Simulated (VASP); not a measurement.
A convergence study with VASP on CeO2 (fluorite): one setting is varied, all else stays as given below, so the limit is that of these other settings. The cell's lengths are 1 % over those of the tabulated start and one atom is moved, so it is off equilibrium.

```
CeO2
1.0
    0.00000     2.73205     2.73205
    2.73205     0.00000     2.73205
    2.73205     2.73205     0.00000
Ce O
1 2
Cartesian
  0.00000   0.00000   0.00000
  1.36603   1.36603   1.36603
  4.15868   4.09807   4.09807
```

Calculation: PBEsol GGA, VASP's PBE PAW potentials (set 64) (plane waves; VASP). The tightest run used: 1000 eV cut-off, 8×8×8 Γ-centred mesh, Gaussian smearing of 0.050 eV, potentials Ce O.

Gaps are read on the run's mesh, which can miss a band edge.

```tsv
setting	E (eV/atom)	pressure (GPa)	largest force (eV/Å)	gap on the mesh (eV)	plane waves
ENCUT = 250	-9.3660	-90.06	0.393	1.900	380
ENCUT = 300	-9.2500	-43.46	0.346	1.871	531
ENCUT = 350	-9.1941	-21.38	0.384	1.852	620
ENCUT = 400	-9.1814	-11.37	0.399	1.851	754
```

### Question
These are the cheaper rows. Estimate the results at ENCUT = 1000, and how far the last row shown lies from them.

### Answer

| quantity | tightest run | last row shown is off by |
|---|---|---|
| E (eV/atom) | -9.1692 | -0.0122 |
| pressure (GPa) | -6.19 | -5.18 |
| largest force (eV/Å) | 0.392 | 0.007 |
| gap on the mesh (eV) | 1.846 | 0.005 |

Left out are rungs that failed or repeat a setting and relaxations that didn't move; long series are thinned to 24 rows.

The compound is CeO2 in the fluorite structure. The cell was not relaxed at this level, it is distorted from the ideal structure. The run is not spin-polarised, so no magnetic state was tried.
